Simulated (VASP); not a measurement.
Runs of VASP 6.6.1 on As. It takes space group R-3m (No. 166, trigonal). The conventional cell has a = 3.762 Å, b = 3.762 Å, c = 10.542 Å, α = 90.00°, β = 90.00°, γ = 120.00°. As (site symmetry 3m) has 3 As at 2.51 Å as nearest neighbours. 

```tsv
level	potentials or basis	k mesh	cutoff (eV)	gap on the mesh (eV)	pressure (GPa)	relaxed volume (Å³/atom)	largest force (eV/Å)
LDA	VASP PAW LDA potentials, release 64 (As)	12 × 12 × 12	600	none	0.0	20.42	-
PBE	VASP PAW PBE potentials, release 64 (As)	6 × 6 × 6	300	none	0.0	22.51	0.01
r2SCAN	VASP PAW PBE potentials, release 64 (As)	12 × 12 × 12	600	(c)	0.0	28.27	-
rev-vdW-DF2	VASP PAW PBE potentials, release 64 (As)	12 × 12 × 12	600	none	0.0	(b)	-
PBE	VASP PAW PBE potentials, release 64 (As)	12 × 12 × 12	600	none	0.0	22.61	0.01
PBE+D3(BJ)	VASP PAW PBE potentials, release 64 (As)	12 × 12 × 12	600	none	0.0	(a)	-
PBEsol	VASP PAW PBE potentials, release 64 (As)	12 × 12 × 12	600	none	0.0	20.89	-
r2SCAN+rVV10	VASP PAW PBE potentials, release 64 (As)	12 × 12 × 12	600	none	0.0	21.92	-
optB86b-vdW	VASP PAW PBE potentials, release 64 (As)	12 × 12 × 12	600	none	0.0	21.91	-
```

Alike in all rows: task relaxation of cell and atoms; no spin polarisation; cell relaxed; smearing methfessel-paxton 0.1 eV.

Estimate the missing entries.

(a) 20.91; (b) 21.96; (c) 0.56.

Caveats: the PAW data sets were made with another functional, which shifts forces and pressure a little (some runs); pairwise dispersion overbinds metals, which lowers pressure and volume (some runs); the volume moved by over 15 % at a fixed basis, so the end points are rough (some runs); the volume moved by +31 % from the deposited cell, more than functionals usually miss (some runs).

A k mesh can miss the band edges, and the runs leave out spin-orbit coupling on As.

A gap of «none» marks a metal or a gap under the smearing width.

Not every run made on this cell is shown here.
